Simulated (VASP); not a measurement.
These are r2SCAN+rVV10, VASP's PBE PAW potentials (set 64) (plane waves; VASP) values and carry that method's errors.

VASP ran on this input.

File POSCAR:
```
Pt
1
    0.0000000000     1.9264739256     1.9264739256
    1.9264739256     0.0000000000     1.9264739256
    1.9264739256     1.9264739256     0.0000000000
Pt
1
Direct
  0.0000000000   0.0000000000   0.0000000000
```

### KPOINTS
```
Automatic mesh
0
G
16 16 16
0 0 0
```

### INCAR
```
NELM = 100
SYSTEM = Pt
ALGO = Normal
EDIFF = 1E-7   ! SCF stop (eV)
LWAVE = .FALSE.
LUSE_VDW = .TRUE.
LCHARG = .FALSE.
LREAL = .FALSE.   ! projection in real space or not
BPARAM = 11.95
ISMEAR = 1   ! Methfessel-Paxton
LMAXMIX = 6
METAGGA = R2SCAN
CPARAM = 0.0093
ENCUT = 520   ! plane-wave cut-off (eV)
SIGMA = 0.1   ! width (eV)
ISIF = 2
LASPH = .TRUE.   ! aspherical one-centre terms
PREC = Accurate
LMIXTAU = .TRUE.
```

POTCAR, in this order: Pt (PBE.64 set). Program: vasp_std.

Unless said otherwise, spin-orbit coupling is left out, though it shifts the bands of the heavy elements here.

### Question
What does the run give for the energy per atom (σ→0), pressure, band gap (on the k-mesh)?

### Answer

| Property | Value |
|---|---|
| energy per atom (σ→0) | -51.289 eV/atom |
| band gap (on the k-mesh) | none (metal, semimetal or under 0.01 eV) |
| pressure | 20.81 GPa |

**OSZICAR**
```
...
DAV:  11    -0.512888634708E+02   -0.40135E-03   -0.42616E-04  2772   0.199E-01    0.684E-02
DAV:  12    -0.512894470759E+02   -0.58361E-03   -0.29401E-04  2648   0.117E-01    0.114E-02
DAV:  13    -0.512894365537E+02    0.10522E-04   -0.12916E-05  2845   0.359E-02    0.104E-02
DAV:  14    -0.512894402814E+02   -0.37277E-05   -0.26248E-06  2749   0.127E-02    0.469E-03
DAV:  15    -0.512894498482E+02   -0.95668E-05   -0.97454E-06  2654   0.235E-02    0.217E-03
DAV:  16    -0.512894499965E+02   -0.14830E-06   -0.15518E-07  2597   0.379E-03    0.119E-03
DAV:  17    -0.512894500367E+02   -0.40158E-07   -0.14507E-08  1340   0.924E-04
   1 F= -.51289450E+02 E0= -.51289237E+02  d E =-.639135E-03
```

The compound is Pt in the fcc structure. This cell is one point of a volume scan, at 0.94 of the reference volume.
